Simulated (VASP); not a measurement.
These are vdW-DF-cx, VASP's PBE PAW potentials (set 64) (plane waves; VASP) values and carry that method's errors.

Input for VASP

### POSCAR
```
InP
1
    0.0000000000     3.0056266409     3.0056266409
    3.0056266409     0.0000000000     3.0056266409
    3.0056266409     3.0056266409     0.0000000000
In P
1 1
Direct
  0.0000000000   0.0000000000   0.0000000000
  0.2500000000   0.2500000000   0.2500000000
```

**KPOINTS**
```
Automatic mesh
0
Gamma
8 8 8
0 0 0
```

### INCAR
```
! general
SYSTEM  =InP
PREC    =Accurate
ENCUT   =520   ! plane-wave cut-off (eV)
LREAL   =.FALSE.   ! projection in real space or not
LASPH   =.TRUE.   ! aspherical one-centre terms

! electronic loop
EDIFF   =1E-7   ! SCF stop (eV)
NELM    =100   ! most electronic steps
ALGO    =Normal   ! blocked Davidson
LMAXMIX =4

! smearing
ISMEAR  =0   ! Gaussian
SIGMA   =0.05

! functional
GGA     =CX
LUSE_VDW=.TRUE.
AGGAC   =0.0

! ions
ISIF    =2   ! forces and stress, cell fixed

! output
LWAVE   =.FALSE.
LCHARG  =.FALSE.
```

POTCAR, in this order: In_d P (PBE.64 set). Program: vasp_std.

**Question.** What will the output report for the number of irreducible k-points (NKPTS), largest plane-wave count, number of space-group operations, FFT grid (NGX, NGY, NGZ)?

**Answer.** 
The number of irreducible k-points (NKPTS) is 29. The largest plane-wave count is 1476 and the number of space-group operations is 24. The FFT grid (NGX, NGY, NGZ) is 32 × 32 × 32.

The compound is InP in the zinc blende structure. This cell is one point of a volume scan, at 1.06 of the reference volume.
